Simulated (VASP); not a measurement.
These are PBE GGA, VASP's PBE PAW potentials (set 64) (plane waves; VASP) values and carry that method's errors.

Input for VASP

**KPOINTS**
```
Automatic mesh
0
Gamma
14 14 8
0 0 0
```

INCAR:
```
! general
SYSTEM  = Ru
PREC    = Accurate
ENCUT   = 400
LREAL   = .FALSE.
LASPH   = .TRUE.

! electronic loop
EDIFF   = 1E-6
NELM    = 100
ALGO    = Damped
LMAXMIX = 4

! smearing
ISMEAR  = 1
SIGMA   = 0.1

! functional
GGA     = PE

! ions
ISIF    = 2

! output
LWAVE   = .FALSE.
LCHARG  = .FALSE.
```

### POSCAR
```
Ru
1
    1.3423030000    -2.2792460000     0.0000000000
    1.3423030000     2.2792460000     0.0000000000
    0.0000000000     0.0000000000     4.3873910000
Ru
2
Direct
  0.3333330000   0.6666670000   0.2500000000
  0.6910190000   0.3576850000   0.7500000000
```

POTCAR, in this order: Ru_pv (PBE.64 set). Program: vasp_std.

Output

File OUTCAR:
```
 ion  position               nearest neighbor table
   1  0.333  0.667  0.250-   2 2.65   2 2.65   2 2.67   2 2.67   2 2.71   2 2.71
   2  0.691  0.358  0.750-   1 2.65   1 2.65   1 2.67   1 2.67   1 2.71   1 2.71
  LATTYP: Found a base centered orthorhombic cell.
 ALAT       =     2.6846060000
 B/A-ratio  =     1.6980115518
 C/A-ratio  =     1.6342774321
 Subroutine PRICEL returns:
 Original cell was already a primitive cell.
 Subroutine GETGRP returns: Found  4 space group operations
The static configuration has the point symmetry C_1 .
 The point group associated with its full space group is C_2h.
The dynamic configuration has the point symmetry C_1 .
 Subroutine INISYM returns: Found  4 space group operations
 Subroutine IBZKPT returns following result:
 Found    500 irreducible k-points:

 Following reciprocal coordinates:
            Coordinates               Weight
  0.000000  0.000000  0.000000      1.000000
  0.071429 -0.000000  0.000000      2.000000
 -0.000000  0.071429  0.000000      2.000000
  0.142857  0.000000  0.000000      2.000000
  0.000000  0.142857  0.000000      2.000000
  0.214286 -0.000000  0.000000      2.000000
 -0.000000  0.214286  0.000000      2.000000
  0.285714  0.000000  0.000000      2.000000
  0.000000  0.285714  0.000000      2.000000
  0.357143 -0.000000  0.000000      2.000000
 -0.000000  0.357143  0.000000      2.000000
  0.428571 -0.000000  0.000000      2.000000
 -0.000000  0.428571  0.000000      2.000000
  0.500000  0.000000  0.000000      1.000000
  0.000000  0.500000  0.000000      1.000000
  0.071429  0.071429  0.000000      2.000000
  0.142857  0.071429  0.000000      2.000000
  0.071429  0.142857  0.000000      2.000000
  0.214286  0.071429  0.000000      2.000000
  0.071429  0.214286  0.000000      2.000000
  0.285714  0.071429  0.000000      2.000000
...
```

File OSZICAR:
```
       N       E                     dE             d eps       ncg     rms           ort
DAV:   1     0.359986930368E+03    0.35999E+03   -0.14607E+04  9000   0.148E+03
DAV:   2     0.227953490899E+02   -0.33719E+03   -0.33345E+03  9000   0.530E+02
DAV:   3    -0.152570280836E+02   -0.38052E+02   -0.35887E+02  9000   0.179E+02
DAV:   4    -0.193228038277E+02   -0.40658E+01   -0.39380E+01  9000   0.583E+01
DAV:   5    -0.196528329805E+02   -0.33003E+00   -0.32716E+00  9000   0.137E+01
SDA:   6    -0.168311436772E+02    0.28217E+01   -0.31527E+01  9000   0.788E+01   0.000E+00
DMP:   7    -0.180489948911E+02   -0.12179E+01   -0.36170E+00  9000   0.159E+01  -0.179E+01
DMP:   8    -0.182027432847E+02   -0.15375E+00   -0.28816E+00  9000   0.774E+00  -0.141E+00
DMP:   9    -0.182941224003E+02   -0.91379E-01   -0.82922E-01  9000   0.308E+00  -0.264E+00
DMP:  10    -0.183418083600E+02   -0.47686E-01   -0.46583E-01  9000   0.105E+00   0.312E-01
DMP:  11    -0.183590684607E+02   -0.17260E-01   -0.70302E-02  9000   0.293E-01  -0.308E-01
DMP:  12    -0.183620044329E+02   -0.29360E-02   -0.67417E-02  9000   0.180E-01  -0.302E-02
DMP:  13    -0.183653856428E+02   -0.33812E-02   -0.17647E-02  9000   0.433E-02   0.201E-03
DMP:  14    -0.183662239915E+02   -0.83835E-03   -0.92058E-03  9000   0.236E-02  -0.152E-03
DMP:  15    -0.183667456848E+02   -0.52169E-03   -0.39711E-03  9000   0.884E-03   0.284E-03
DMP:  16    -0.183670168578E+02   -0.27117E-03   -0.25289E-03  9000   0.501E-03   0.344E-03
DMP:  17    -0.183671940527E+02   -0.17719E-03   -0.11504E-03  9000   0.190E-03   0.257E-03
DMP:  18    -0.183672801968E+02   -0.86144E-04   -0.69318E-04  9000   0.118E-03   0.145E-03
DMP:  19    -0.183673356212E+02   -0.55424E-04   -0.37289E-04  9000   0.550E-04   0.100E-03
DMP:  20    -0.183673658438E+02   -0.30223E-04   -0.21134E-04  9000   0.312E-04   0.565E-04
DMP:  21    -0.183673824898E+02   -0.16646E-04   -0.10736E-04  9000   0.146E-04   0.322E-04
DMP:  22    -0.183673911614E+02   -0.86716E-05   -0.55510E-05  9000   0.748E-05   0.167E-04
DMP:  23    -0.183673957746E+02   -0.46131E-05   -0.25198E-05  9000   0.322E-05   0.806E-05
DMP:  24    -0.183673977726E+02   -0.19980E-05   -0.10597E-05  9000   0.127E-05   0.361E-05
DMP:  25    -0.183673985451E+02   -0.77255E-06   -0.39057E-06  9000   0.459E-06   0.136E-05
   1 F= -.18367399E+02 E0= -.18366883E+02  d E =-.154607E-02
```

### OUTCAR
```
------------------------ aborting loop because EDIFF is reached ----------------------------------------
  FORCE on cell =-STRESS in cart. coord.  units (eV):
  Direction    XX          YY          ZZ          XY          YZ          ZX
  --------------------------------------------------------------------------------------
  Total        1.8267157      3.2285242     -1.0942972     -0.2703871      0.0000000      0.0000000
  in kB      109.0193145    192.6799532    -65.3082084    -16.1368408      0.0000000      0.0000000
  external PRESSURE =      78.7970198 kB  Pullay stress =       0.0000000 kB
  volume of cell :       26.85
      direct lattice vectors                 reciprocal lattice vectors
     1.342303000 -2.279246000  0.000000000     0.372494139 -0.219370792  0.000000000
     1.342303000  2.279246000  0.000000000     0.372494139  0.219370792  0.000000000
     0.000000000  0.000000000  4.387391000     0.000000000  0.000000000  0.227925890
 POSITION                                       TOTAL-FORCE (eV/Angst)
 -----------------------------------------------------------------------------------
      1.34230      0.75975      1.09685         0.367294      0.080498      0.000000
      1.40768     -0.75975      3.29054        -0.367294     -0.080498      0.000000
 -----------------------------------------------------------------------------------
    total drift:                               -0.000040     -0.000000     -0.000000
  FREE ENERGIE OF THE ION-ELECTRON SYSTEM (eV)
  ---------------------------------------------------
  free  energy   TOTEN  =       -18.3673985451 eV

  energy  without entropy=      -18.3658524788  energy(sigma->0) =      -18.36688319
```
(Selected blocks of OUTCAR.)

### OUTCAR
```
 val. band max:       13.0290308073   @ k =   0.0714  -0.2857  -0.2500

 cond. band min:      13.0308179183   @ k =   0.0714  -0.2857  -0.1250


 Fermi energy:        13.0293506300

 k-point     1 :       0.0000    0.0000    0.0000
  band No.  band energies     occupation
      1     -30.5798      2.00000
      2     -29.6317      2.00000
      3     -29.5873      2.00000
      4     -29.4950      2.00000
      5     -29.4836      2.00000
      6     -29.4583      2.00000
      7       4.9903      2.00000
      8       6.7897      2.00000
      9      10.1534      2.00000
     10      10.2618      2.00000
     11      10.6505      2.00000
     12      10.8864      2.00000
     13      11.2372      2.00000
     14      11.7875      2.00000
     15      12.1628      2.00000
     16      13.8808     -0.00000
     17      14.0540     -0.00000
     18      14.4673     -0.00000

 k-point     2 :       0.0714   -0.0000    0.0000
  band No.  band energies     occupation
      1     -30.5611      2.00000
      2     -29.6750      2.00000
      3     -29.6015      2.00000
      4     -29.5204      2.00000
      5     -29.5016      2.00000
      6     -29.4729      2.00000
      7       5.1863      2.00000
      8       6.9523      2.00000
      9       9.8915      2.00000
     10      10.4682      2.00000
     11      10.7839      2.00000
     12      10.9092      2.00000
     13      11.3123      2.00000
     14      11.5830      2.00000
     15      12.0296      2.00000
     16      12.7136      2.00008
     17      14.1867     -0.00000
     18      15.8218      0.00000

 k-point     3 :      -0.0000    0.0714    0.0000
  band No.  band energies     occupation
      1     -30.5626      2.00000
      2     -29.6554      2.00000
      3     -29.6210      2.00000
      4     -29.5253      2.00000
      5     -29.5000      2.00000
      6     -29.4677      2.00000
      7       5.1853      2.00000
      8       6.9418      2.00000
      9       9.9347      2.00000
...
```

The all-band solver leaves the empty bands unoptimised.

The compound is Ru in the hcp structure. The cell was not relaxed at this level, atoms are displaced from their ideal sites. The run is one of a series of settings (ALGO = Damped against the base run), some of them coarse on purpose.
